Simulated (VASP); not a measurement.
```yaml
crystal:
  lattice:
    - [1.82439, -3.15994, 0.00000]
    - [1.82439, 3.15994, 0.00000]
    - [0.00000, 0.00000, 6.50607]
  atoms:
    - { symbol: Hf, position: [0.00000, 0.00000, 0.00000] }
    - { symbol: S, position: [0.33333, 0.66667, 0.22159] }
    - { symbol: S, position: [0.66667, 0.33333, 0.77841] }
```

These are PBE GGA, VASP's PBE PAW potentials (set 64) (plane waves; VASP) values and carry that method's errors. Settings: 520 eV cut-off, 8×8×4 Γ-centred mesh, tetrahedra with Blöchl corrections, potentials Hf_pv S.

Without a dispersion term in the relaxation, distances and binding between the weakly bound layers, chains or molecules are unreliable, and so is what depends on them.

Q: The job: HfS2 (1T layered), 3 atoms, PBE, static run, 520 eV, 8×8×4 Γ-centred mesh. Roughly how much core time does it take on a busy server core?

A: About 30 core-seconds (one run on a shared machine, a rough figure). It had 35 irreducible k-points, 15 bands, up to 2040 plane waves and 15 electronic steps.

The compound is HfS2 in the 1T layered structure. It was relaxed first, which changed the volume by +12 %.
